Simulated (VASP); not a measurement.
**KSrCl3 in VASP: one cell, several levels of theory**

Aim: gap, levels, forces and stress of KSrCl3 (cubic perovskite), under -2.5 % equal strain in all directions at fixed geometry. Runs: PBE, r2SCAN. The results are then set beside those of Ansatz 0.2.0 for the same cell. This is a trial cell built on a prototype, not taken from a measured structure, and it needn't be the compound's ground state.

The runs shown are made with VASP 6.6.1. PAW datasets, plane waves. Values at 0 K without nuclear motion; spin polarisation is off, and the phase may be a hypothetical one.

### 1 The system as given

The cell comes from an earlier relaxation with r2SCAN in another program.

Space group Pm-3m (No. 221), cubic; conventional cell a = 5.495 Å, 33.19 Å³ an atom. Around K lie 12 Cl at 3.89 Å; around Sr lie 6 Cl at 2.75 Å; around Cl lie 2 Sr at 2.75 Å and 4 K at 3.89 Å.

As a file:

```xyz
5
Lattice="5.4953 0.0000 0.0000 0.0000 5.4953 0.0000 0.0000 0.0000 5.4953" Properties=species:S:1:pos:R:3 pbc="T T T"
K     0.0000    0.0000    0.0000
Sr    2.7476    2.7476    2.7476
Cl    2.7476    2.7476    0.0000
Cl    2.7476    0.0000    2.7476
Cl    0.0000    2.7476    2.7476
```

### 2 PBE

INCAR reads:

```
ENCUT = 520.000000
SIGMA = 0.020000
EDIFF = 1.00e-07
GGA = PE
PREC = Accurate
IBRION = -1
ISIF = 2
ISMEAR = -1
NBANDS = 28
NELM = 120
NSW = 0
LASPH = .TRUE.
LCHARG = .FALSE.
LWAVE = .FALSE.
LREAL = .FALSE.
```

KPOINTS reads:

```
KPOINTS created by Atomic Simulation Environment
0
Gamma
4 4 4
0 0 0
```

KPOINTS_OPT reads:

```
special points
4
Reciprocal
0.0000000000 0.0000000000 0.0000000000 1
0.0000000000 0.5000000000 0.0000000000 1
0.5000000000 0.5000000000 0.0000000000 1
0.5000000000 0.5000000000 0.5000000000 1
```

POSCAR reads:

```
K  Sr Cl
 1.0000000000000000
     5.4952951357000002    0.0000000000000000    0.0000000000000000
     0.0000000000000000    5.4952951357000002    0.0000000000000000
     0.0000000000000000    0.0000000000000000    5.4952951357000002
 K   Sr  Cl
   1   1   3
Cartesian
  0.0000000000000000  0.0000000000000000  0.0000000000000000
  2.7476475678500001  2.7476475678500001  2.7476475678500001
  2.7476475678500001  2.7476475678500001  0.0000000000000000
  2.7476475678500001  0.0000000000000000  2.7476475678500001
  0.0000000000000000  2.7476475678500001  2.7476475678500001
```

The run uses the recommended PBE PAW datasets (40 valence electrons a neutral cell).

Command:

```sh
mpirun -np 1 vasp_std
```

### 3 r2SCAN at this geometry

INCAR reads:

```
ENCUT = 520.000000
SIGMA = 0.010000
EDIFF = 1.00e-07
ALGO = Normal
METAGGA = R2SCAN
PREC = Accurate
IBRION = -1
ISIF = 2
ISMEAR = 0
NBANDS = 28
NELM = 120
NSW = 0
LASPH = .TRUE.
LCHARG = .FALSE.
LWAVE = .FALSE.
LREAL = .FALSE.
```

KPOINTS is that of step 2.

KPOINTS_OPT is that of step 2.

POSCAR is that of step 2.

**Question.** What will these runs give? Wanted: for each run, gap; pressure; Ansatz: gap; Ansatz: pressure.

**Answer**, as computed:

| level | gap (eV) | pressure (GPa) | Ansatz: gap (eV) | Ansatz: pressure (GPa) |
| --- | --- | --- | --- | --- |
| PBE | 4.63 | 2.59 | 4.63 | 2.50 |
| r2SCAN | 5.33 | 2.10 | 5.33 | 2.05 |

In words: The gap spans 4.63 eV (PBE) to 5.33 eV (r2SCAN). The two programs agree on the gap within 0.01 eV, far less than the spread between functionals. Datasets and cutoffs are each program's own.
